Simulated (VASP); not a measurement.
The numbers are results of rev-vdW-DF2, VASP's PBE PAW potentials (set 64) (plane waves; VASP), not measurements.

Input for VASP

### POSCAR
```
GdN
1.0
  0.0000000000   2.5015360459   2.5015360459
  2.5015360459   0.0000000000   2.5015360459
  2.5015360459   2.5015360459   0.0000000000
Gd N
1 1
Cartesian
  0.0000000000   0.0000000000   0.0000000000
  2.5015360459   2.5015360459   2.5015360459
```

### KPOINTS
```
Automatic mesh
0
Gamma
13 13 13
0 0 0
```

### INCAR
```
SYSTEM = GdN
PREC = Accurate
ENCUT = 520
EDIFF = 1E-7
NELM = 100
ALGO = Normal
LREAL = .FALSE.
LASPH = .TRUE.
ISMEAR = 1
SIGMA = 0.1
GGA = MK
PARAM1 = 0.1234568
PARAM2 = 0.7114
ZAB_VDW = -1.8867
LUSE_VDW = .TRUE.
AGGAC = 0.0
LMAXMIX = 6
LWAVE = .FALSE.
LCHARG = .FALSE.
ISIF = 2
```

POTCAR, in this order: Gd_3 N (PBE.64 set). Program: vasp_std.

The run wrote:

**OSZICAR**
```
       N       E                     dE             d eps       ncg     rms          rms(c)
DAV:   1     0.493085853524E+02    0.49309E+02   -0.68760E+03  1856   0.118E+03
DAV:   2    -0.126233764763E+02   -0.61932E+02   -0.57868E+02  2582   0.239E+02
DAV:   3    -0.153727916545E+02   -0.27494E+01   -0.26502E+01  2434   0.415E+01
DAV:   4    -0.154091663268E+02   -0.36375E-01   -0.36394E-01  2397   0.434E+00
DAV:   5    -0.154096802387E+02   -0.51391E-03   -0.51359E-03  2405   0.430E-01    0.260E+01
DAV:   6    -0.132703573404E+02    0.21393E+01   -0.20010E+01  2162   0.265E+01    0.242E+01
DAV:   7    -0.130459649643E+02    0.22439E+00   -0.15856E+00  2148   0.814E+00    0.167E+01
DAV:   8    -0.130452972811E+02    0.66768E-03   -0.15038E-01  2050   0.396E+00    0.608E+00
DAV:   9    -0.130391314123E+02    0.61659E-02   -0.17121E-02  2238   0.111E+00    0.466E-01
DAV:  10    -0.130394019930E+02   -0.27058E-03   -0.66720E-04  2578   0.214E-01    0.442E-01
DAV:  11    -0.130393621380E+02    0.39855E-04   -0.23096E-04  2226   0.102E-01    0.159E-02
DAV:  12    -0.130393631886E+02   -0.10506E-05   -0.96597E-06  2460   0.260E-02    0.122E-02
DAV:  13    -0.130393629966E+02    0.19204E-06   -0.24826E-06  2426   0.102E-02    0.274E-03
DAV:  14    -0.130393630288E+02   -0.32191E-07   -0.73140E-08  1479   0.269E-03
   1 F= -.13039363E+02 E0= -.13039366E+02  d E =0.784636E-05
```

OUTCAR:
```
------------------------ aborting loop because EDIFF is reached ----------------------------------------
  FORCE on cell =-STRESS in cart. coord.  units (eV):
  Direction    XX          YY          ZZ          XY          YZ          ZX
  --------------------------------------------------------------------------------------
  Total       -0.8950167     -0.8950167     -0.8950167      0.0000000      0.0000000      0.0000000
  in kB      -45.8027394    -45.8027394    -45.8027394      0.0000000      0.0000000      0.0000000
  external PRESSURE =     -45.8027394 kB  Pullay stress =       0.0000000 kB
  volume of cell :       31.31
      direct lattice vectors                 reciprocal lattice vectors
     0.000000000  2.501536046  2.501536046    -0.199877192  0.199877192  0.199877192
     2.501536046  0.000000000  2.501536046     0.199877192 -0.199877192  0.199877192
     2.501536046  2.501536046  0.000000000     0.199877192  0.199877192 -0.199877192
 POSITION                                       TOTAL-FORCE (eV/Angst)
 -----------------------------------------------------------------------------------
      0.00000      0.00000      0.00000        -0.000000     -0.000000      0.000000
      2.50154      2.50154      2.50154         0.000000      0.000000     -0.000000
 -----------------------------------------------------------------------------------
    total drift:                                0.000000      0.000000      0.000000
  FREE ENERGIE OF THE ION-ELECTRON SYSTEM (eV)
  ---------------------------------------------------
  free  energy   TOTEN  =       -13.0393630288 eV

  energy  without entropy=      -13.0393708751  energy(sigma->0) =      -13.03936564
```
(Selected blocks of OUTCAR.)

The 4f electrons are frozen in the core of the lanthanide potential, so 4f levels, which can set the real gap, and their magnetism are missing.

The compound is GdN in the rock salt structure. This cell is one point of a volume scan, at 1.03 of the reference volume.
